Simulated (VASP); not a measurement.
```xyz
6
Lattice="3.1600 0.0000 0.0000 -1.5800 2.7366 0.0000 0.0000 0.0000 12.3000" Properties=species:S:1:pos:R:3 pbc="T T T"
Mo     1.5800     0.9122     9.2250
Mo     0.0000     1.8244     3.0750
S      1.5800     0.9122     4.6617
S      0.0000     1.8244    10.8117
S      0.0000     1.8244     7.6383
S      1.5800     0.9122     1.4883
```

Calculation: LDA (Ceperley-Alder, Perdew-Zunger), VASP's LDA PAW potentials (set 64) (plane waves; VASP). Numerical set-up: 480 eV cut-off, 9×9×2 Γ-centred mesh, Gaussian smearing of 0.050 eV, potentials Mo_sv S.

Energy and stress use the plane-wave basis of the starting cell.

Problem. The ions, cell shape and volume are relaxed. Give the cell that the relaxation ends in.

Solution. 
```xyz
6
Lattice="3.1231 0.0000 0.0000 -1.5616 2.7047 0.0000 0.0000 0.0000 12.0668" Properties=species:S:1:pos:R:3 pbc="T T T"
Mo     1.5616     0.9016     9.0501
Mo     0.0000     1.8031     3.0167
S      1.5616     0.9016     4.5715
S      0.0000     1.8031    10.6049
S      0.0000     1.8031     7.4953
S      1.5616     0.9016     1.4619
```
Space group P6_3/mmc (194), at a tolerance of 0.03 Å.

Problem. How do energy and volume change from the first to the last step?

Solution. The energy (σ→0) changes by -17.5 meV/atom and the volume by -4.2 %, in 16 ionic steps.

The compound is MoS2 in the 2H layered structure. This run relaxes it. Symmetry was kept, so distortions that lower it aren't found.
